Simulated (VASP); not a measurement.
Consider the following.

```xyz
2
Lattice="1.6128 -2.7935 0.0000 1.6128 2.7935 0.0000 0.0000 0.0000 5.1928" Properties=species:S:1:pos:R:3 pbc="T T T"
Zr     1.6128     0.9312     1.2982
Zr     1.6128    -0.9312     3.8946
```

Calculation: PBE GGA, VASP's PBE PAW potentials (set 64) (plane waves; VASP). Numerical set-up: 500 eV cut-off, 13×13×7 Γ-centred mesh, first-order Methfessel-Paxton smearing of 0.10 eV, potentials Zr_sv.

Energy and stress use the plane-wave basis of the starting cell.

The ions, cell shape and volume at an external pressure of 5.0 GPa are relaxed. Which structure does the run end with?

```xyz
2
Lattice="1.5868 -2.7483 0.0000 1.5868 2.7483 0.0000 0.0000 0.0000 5.1090" Properties=species:S:1:pos:R:3 pbc="T T T"
Zr     1.5868     0.9161     1.2772
Zr     1.5868    -0.9161     3.8317
```
Space group P6_3/mmc (194), at a tolerance of 0.03 Å.

How do energy and volume change from the first to the last step?

The energy (σ→0) changes by +16.7 meV/atom and the volume by -4.8 %, in 3 ionic steps.

```json
[
 {"step": "1", "E(σ→0) (eV)": "-17.0396", "max force (eV/Å)": "0.000", "pressure (GPa)": "-0.01", "volume (Å³)": "46.79"},
 {"step": "2", "E(σ→0) (eV)": "-16.8748", "max force (eV/Å)": "0.000", "pressure (GPa)": "11.84", "volume (Å³)": "42.01"},
 {"step": "3", "E(σ→0) (eV)": "-17.0063", "max force (eV/Å)": "0.000", "pressure (GPa)": "4.93", "volume (Å³)": "44.56"}
]
```

The compound is Zr in the hcp structure. This run relaxes it under an external pressure of 5 GPa. Symmetry was kept, so distortions that lower it aren't found.
